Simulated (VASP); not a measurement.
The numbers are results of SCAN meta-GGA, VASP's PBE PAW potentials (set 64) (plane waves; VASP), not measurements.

VASP ran on this input.

**KPOINTS**
```
kpoints
0
gamma
 8 8 8
```

INCAR:
```
ALGO = Normal
EDIFF = 1E-7
ENCUT = 520
ISIF = 2
ISMEAR = 1
LASPH = .TRUE.
LCHARG = .FALSE.
LMAXMIX = 4
LMIXTAU = .TRUE.
LREAL = .FALSE.
LWAVE = .FALSE.
METAGGA = SCAN
NELM = 100
PREC = Accurate
SIGMA = 0.1
SYSTEM = SrVO3
```

File POSCAR:
```
SrVO3
3.7523570
  0.9999998969   0.0000000000   0.0000000000
  0.0000000000   0.9999998969   0.0000000000
  0.0000000000   0.0000000000   0.9999998969
Sr V O
1 1 3
direct
  0.0000000000   0.0000000000   0.0000000000
  0.5000000000   0.5000000000   0.5000000000
  0.5000000000   0.0000000000   0.5000000000
  0.0000000000   0.5000000000   0.5000000000
  0.5000000000   0.5000000000   0.0000000000
```

POTCAR, in this order: Sr_sv V_sv O (PBE.64 set). Program: vasp_std.

Output of the run:

### OSZICAR
```
       N       E                     dE             d eps       ncg     rms          rms(c)
DAV:   1     0.425923783523E+03    0.42592E+03   -0.24597E+04  1680   0.184E+03
DAV:   2    -0.660019747871E+02   -0.49193E+03   -0.48753E+03  2104   0.511E+02
DAV:   3    -0.960608859307E+02   -0.30059E+02   -0.29850E+02  1816   0.133E+02
DAV:   4    -0.971078818340E+02   -0.10470E+01   -0.10457E+01  3112   0.216E+01
DAV:   5    -0.971211995866E+02   -0.13318E-01   -0.12390E-01  2064   0.172E+00    0.476E+01
DAV:   6    -0.728283067527E+02    0.24293E+02   -0.73723E+01  2312   0.786E+01    0.180E+01
DAV:   7    -0.735723579271E+02   -0.74405E+00   -0.13618E+01  1784   0.371E+01    0.154E+01
DAV:   8    -0.737446190091E+02   -0.17226E+00   -0.35364E+00  1888   0.170E+01    0.346E+00
DAV:   9    -0.734367028723E+02    0.30792E+00   -0.16372E+00  1880   0.118E+01    0.188E+00
DAV:  10    -0.735899695165E+02   -0.15327E+00   -0.28489E-01  2168   0.530E+00    0.722E-01
DAV:  11    -0.735886147910E+02    0.13547E-02   -0.11640E-02  2080   0.806E-01    0.519E-01
DAV:  12    -0.735819127826E+02    0.67020E-02   -0.31511E-02  2288   0.139E+00    0.167E-01
DAV:  13    -0.735838250529E+02   -0.19123E-02   -0.29492E-03  1792   0.559E-01    0.193E-01
DAV:  14    -0.735838045382E+02    0.20515E-04   -0.12473E-04  2760   0.867E-02    0.199E-01
DAV:  15    -0.735836887852E+02    0.11575E-03   -0.15850E-04  1864   0.106E-01    0.252E-01
DAV:  16    -0.735837264114E+02   -0.37626E-04   -0.99693E-04  1944   0.228E-01    0.756E-02
DAV:  17    -0.735839057278E+02   -0.17932E-03   -0.34466E-04  1800   0.146E-01    0.457E-02
DAV:  18    -0.735840627952E+02   -0.15707E-03   -0.82516E-05  1744   0.943E-02    0.468E-02
DAV:  19    -0.735840827063E+02   -0.19911E-04   -0.16491E-05  1752   0.307E-02    0.271E-02
DAV:  20    -0.735841037371E+02   -0.21031E-04   -0.17046E-05  1960   0.278E-02    0.119E-02
DAV:  21    -0.735841052351E+02   -0.14980E-05   -0.23609E-06  1840   0.140E-02    0.896E-03
DAV:  22    -0.735841027775E+02    0.24576E-05   -0.44927E-07  1736   0.671E-03    0.951E-03
DAV:  23    -0.735841032161E+02   -0.43861E-06   -0.83193E-07  1928   0.692E-03    0.481E-03
DAV:  24    -0.735841075907E+02   -0.43746E-05   -0.77174E-07  1824   0.563E-03    0.191E-03
DAV:  25    -0.735841096293E+02   -0.20386E-05   -0.95619E-08  1000   0.218E-03    0.104E-03
DAV:  26    -0.735841107956E+02   -0.11663E-05   -0.46618E-08   960   0.136E-03    0.455E-04
DAV:  27    -0.735841114635E+02   -0.66789E-06   -0.20902E-08   960   0.923E-04    0.208E-04
DAV:  28    -0.735841120233E+02   -0.55977E-06   -0.10231E-08   952   0.547E-04    0.121E-04
DAV:  29    -0.735841124486E+02   -0.42539E-06   -0.59957E-09   960   0.426E-04    0.888E-05
DAV:  30    -0.735841123848E+02    0.63822E-07   -0.36188E-09   920   0.354E-04
   1 F= -.73584112E+02 E0= -.73583502E+02  d E =-.183029E-02
```

OUTCAR:
```
------------------------ aborting loop because EDIFF is reached ----------------------------------------
  FORCE on cell =-STRESS in cart. coord.  units (eV):
  Direction    XX          YY          ZZ          XY          YZ          ZX
  --------------------------------------------------------------------------------------
  Total        4.8432225      4.8432225      4.8432225     -0.0000000      0.0000000     -0.0000000
  in kB      146.8698609    146.8698609    146.8698609     -0.0000000      0.0000000     -0.0000000
  external PRESSURE =     146.8698609 kB  Pullay stress =       0.0000000 kB
  volume of cell :       52.83
      direct lattice vectors                 reciprocal lattice vectors
     3.752356613  0.000000000  0.000000000     0.266499191  0.000000000  0.000000000
     0.000000000  3.752356613  0.000000000     0.000000000  0.266499191  0.000000000
     0.000000000  0.000000000  3.752356613     0.000000000  0.000000000  0.266499191
 POSITION                                       TOTAL-FORCE (eV/Angst)
 -----------------------------------------------------------------------------------
      0.00000      0.00000      0.00000         0.000000      0.000000      0.000000
      1.87618      1.87618      1.87618         0.000000      0.000000      0.000000
      1.87618      0.00000      1.87618         0.000000      0.000000      0.000000
      0.00000      1.87618      1.87618         0.000000      0.000000      0.000000
      1.87618      1.87618      0.00000         0.000000      0.000000      0.000000
 -----------------------------------------------------------------------------------
    total drift:                                0.000000      0.000000      0.000000
  FREE ENERGIE OF THE ION-ELECTRON SYSTEM (eV)
  ---------------------------------------------------
  free  energy   TOTEN  =       -73.5841123848 eV

  energy  without entropy=      -73.5822820903  energy(sigma->0) =      -73.58350229
```
(Selected blocks of OUTCAR.)

The compound is SrVO3 in the cubic perovskite structure. This cell is one point of a volume scan, at 0.94 of the reference volume. The run is not spin-polarised, so no magnetic state was tried. The electron count is odd and the run is not spin-polarised, which forces a metal.
